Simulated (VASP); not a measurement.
Set up this calculation in VASP 6.6.1, as the native input.

- Task: single point
- Functional: PBE
- Dispersion: D3(BJ)
- Potentials or basis: VASP PAW PBE potentials, release 64 (B, F, H)
- Cutoff: 520 eV
- k mesh: 1 × 1 × 1
- Occupations: fermi-dirac, width 0.05 eV
- Spin: no spin polarisation
- Dipole correction: no
- Further INCAR settings: LREAL = Auto; ALGO = Fast; EDIFF = 1e-06; NBANDS = 86

The structure of BH2F3 lies in POSCAR:

```
BH2F3
1.0
    7.9895700000      0.0000000000      0.0000000000
    0.0000000000      7.9895700000      0.0000000000
    0.0000000000      0.0000000000      7.9895700000
B F H
5 15 10
Direct
    0.7229175037      0.5332327021      0.0489262876
    0.4370197645     -0.0026534594     -0.0332433410
    0.8976202724      0.3229585572      0.5208039982
    0.6337512532      0.6534269053      0.6223989526
    0.2583868719      0.8840150346      0.5190642300
    0.6048010093      0.6531265137      0.0332057921
    0.8153755459      0.5541725024      0.1851038291
    0.7233680911      0.4139521902     -0.0632699882
    0.5812953638     -0.0215030346     -0.1007438448
    0.3907594526      0.1552524103      0.0024031331
    0.3402811415     -0.1378547281     -0.0080730252
    0.9929070025      0.3078388449      0.6564808870
    0.9672735829      0.3129580190      0.3632485853
    0.7312784042      0.3467145291      0.5316931950
    0.7816440685      0.7110645504      0.6624887197
    0.5063476507      0.6486957371      0.7384502545
    0.5950758301      0.6231123828      0.4612889054
    0.4017863289      0.9639317260      0.5007778892
    0.1202818174      0.9700271729      0.5396660897
    0.2250434003      0.7244194619      0.4987252130
   -0.0270352472      0.1620988364     -0.0543583697
    0.0135676889      0.1479804295      0.0205017291
    0.4179574120      0.3512955015      0.6453038148
    0.3803834249      0.2637814050      0.6044255198
    0.8240493543      0.8578308970      0.3588929066
    0.8251132414      0.9440432964      0.3354498427
    0.5520447283      0.3747635980      0.1998730845
    0.5098021546      0.3006044130      0.1695961109
    0.0565987907      0.8138610714      1.1031882817
    0.1431741633      0.7874391238      1.1270318678
```

The cell was built by a generator and needn't be a form met in nature.

These files were run (other wordings do the same):

INCAR

```
SYSTEM = BH2F3
PREC = Accurate
ENCUT = 520
EDIFF = 1E-6
ISMEAR = -1
SIGMA = 0.05
LREAL = Auto
LASPH = .True.
NELM = 100
ALGO = Fast
ISIF = 2
LWAVE = .False.
LCHARG = .False.
GGA = PE
IVDW = 12
NBANDS = 86
```

KPOINTS

```
regular mesh
0
Gamma
  1 1 1
  0 0 0
```

Potentials or basis: VASP PAW PBE potentials, release 64 (B, F, H).

Run with:

```sh
$ cat potpaw_PBE.64/B/POTCAR potpaw_PBE.64/F/POTCAR potpaw_PBE.64/H/POTCAR > POTCAR
$ mpirun -np 1 vasp_gam > vasp.out
```

Results of the run:

```yaml
Pressure: 0.5 GPa
Largest_force: 2.566 eV/Å
Band_gap_on_the_k_mesh: 7.77 eV, direct
Dispersion_energy_per_atom: -0.028 eV
```

Run time: 53 s on 1 thread of Intel(R) Xeon(R) 6975P-C (Granite Rapids) (shared host), peak memory 0.48 GiB.
